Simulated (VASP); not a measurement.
Input:

```yaml
crystal:
  lattice:
    - [0.00000, 3.18979, 3.18979]
    - [3.18979, 0.00000, 3.18979]
    - [3.18979, 3.18979, 0.00000]
  atoms:
    - { symbol: K, position: [0.00000, 0.00000, 0.00000] }
    - { symbol: Br, position: [0.50000, 0.50000, 0.50000] }
```

Level of theory: LDA (Ceperley-Alder, Perdew-Zunger), VASP's LDA PAW potentials (set 64) (plane waves; VASP 6.6.1). Numerical set-up: 400 eV cut-off, 7×7×7 Γ-centred mesh, Gaussian smearing of 0.050 eV, potentials K_sv Br.

Task: What does the run give for the energy per atom (σ→0), band gap (on the k-mesh) with the smallest direct gap where there is one?

Result: 
```
Item                                          Value
-----------------------------------  --------------
band gap (on the k-mesh)                    4.32 eV
smallest direct gap (on the k-mesh)         4.32 eV
energy per atom (σ→0)                -3.417 eV/atom
```

Only differences to runs with the same potentials and settings are physical.

The compound is KBr in the rock salt structure. It was relaxed first, which changed the volume by -10 %. The start is the result of an earlier pass.
